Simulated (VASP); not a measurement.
Consider the following.

```yaml
crystal:
  lattice:
    - [3.19663, 0.00000, 0.00000]
    - [0.00000, 3.19663, 0.00000]
    - [0.00000, 0.00000, 3.19663]
  atoms:
    - { symbol: Pm, position: [0.00000, 0.00000, 0.00000] }
```

Calculation: PBEsol GGA, VASP's PBE PAW potentials (set 64) (plane waves; VASP 6.6.1). Settings: 400 eV cut-off, 10×10×10 Γ-centred mesh, first-order Methfessel-Paxton smearing of 0.10 eV, potentials Pm_3.

The 4f electrons are frozen in the core of the lanthanide potential, so 4f levels, which can set the real gap, and their magnetism are missing.

### Question
What does the run give for the energy per atom (σ→0), band gap (on the k-mesh) with the smallest direct gap where there is one?

### Answer

- band gap (on the k-mesh): none (metal, semimetal or under 0.01 eV)
- energy per atom (σ→0): -4.492 eV/atom

Total energies compare only between runs with the same potentials, cut-off and functional.

The structure was generated: Pm was put into the simple-cubic type (Pm-3m), which need not be its known phase. It was relaxed first, which changed the volume by -13 %. The start is the result of an earlier pass.
